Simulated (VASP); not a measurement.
Level of theory: PBE GGA, VASP's PBE PAW potentials (set 64) (plane waves; VASP 6.6.1).

VASP input:

**KPOINTS**
```
Automatic mesh
0
gamma
14 14 14
0 0 0
```

INCAR:
```
! general
SYSTEM =CuZn
PREC   =Normal
ENCUT  =400   ! plane-wave cut-off (eV)
LREAL  =.FALSE.   ! projection in real space or not
LASPH  =.TRUE.

! electronic loop
EDIFF  =1E-5   ! SCF stop (eV)
NELM   =100
NELMIN =4
ALGO   =Fast   ! Davidson, then RMM-DIIS
LMAXMIX=4

! smearing
ISMEAR =1   ! Methfessel-Paxton
SIGMA  =0.1

! functional
GGA    =PE   ! PBE

! ions
IBRION =2
NSW    =20   ! most ionic steps
ISIF   =2   ! forces and stress, cell fixed
EDIFFG =-0.03

! output
LWAVE  =.FALSE.
LCHARG =.FALSE.
```

POSCAR:
```
CuZn
1
    2.9647908540     0.0000000000     0.0000000000
    0.0000000000     2.9647908540     0.0000000000
    0.0000000000     0.0000000000     2.9647908540
Zn Cu
1 1
Direct
  0.5000000000   0.5000000000   0.5000000000
  0.0000000000   0.0000000000   0.0000000000
```

POTCAR, in this order: Zn Cu (PBE.64 set). Program: vasp_std.

### Question
What does the run give for the energy per atom (σ→0), band gap (on the k-mesh)?

### Answer

```yaml
energy per atom (σ→0): -2.509 eV/atom
band gap (on the k-mesh): none (metal, semimetal or under 0.01 eV)
```

**OSZICAR**
```
...
RMM:   8    -0.502151405138E+01    0.13827E-02   -0.40040E-02  3648   0.321E+00    0.106E+00
RMM:   9    -0.501767939100E+01    0.38347E-02   -0.15241E-02  3616   0.197E+00    0.211E-01
RMM:  10    -0.501721926332E+01    0.46013E-03   -0.74348E-03  3641   0.134E+00    0.794E-02
RMM:  11    -0.501729417181E+01   -0.74908E-04   -0.13331E-03  3833   0.514E-01    0.276E-02
RMM:  12    -0.501736499718E+01   -0.70825E-04   -0.47175E-04  3608   0.291E-01    0.601E-02
RMM:  13    -0.501732733757E+01    0.37660E-04   -0.35702E-04  3084   0.339E-01    0.230E-02
RMM:  14    -0.501732544853E+01    0.18890E-05   -0.61713E-05  2903   0.104E-01
   1 F= -.50173254E+01 E0= -.50173702E+01  d E =-.501733E+01
```

The compound is CuZn in the CsCl type structure. It was relaxed first. The electron count is odd and the run is not spin-polarised, which forces a metal.
